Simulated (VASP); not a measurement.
Input:

```yaml
crystal:
  lattice:
    - [0.00000, 2.01689, 2.01689]
    - [2.01689, 0.00000, 2.01689]
    - [2.01689, 2.01689, 0.00000]
  atoms:
    - { symbol: Au, position: [0.00000, 0.00000, 0.00000] }
```

Level of theory: AM05 GGA, VASP's PBE PAW potentials (set 64) (plane waves; VASP). Numerical set-up: 520 eV cut-off, 15×15×15 Γ-centred mesh, first-order Methfessel-Paxton smearing of 0.10 eV, potentials Au.

Give the stress tensor in GPa (positive for a compressed cell).

```
5.53  0.00  0.00
0.00  5.53  0.00
0.00  0.00  5.53
```
The pressure is its mean diagonal, 5.53 GPa.

The compound is Au in the fcc structure. This cell is one point of a volume scan, at 0.97 of the reference volume.
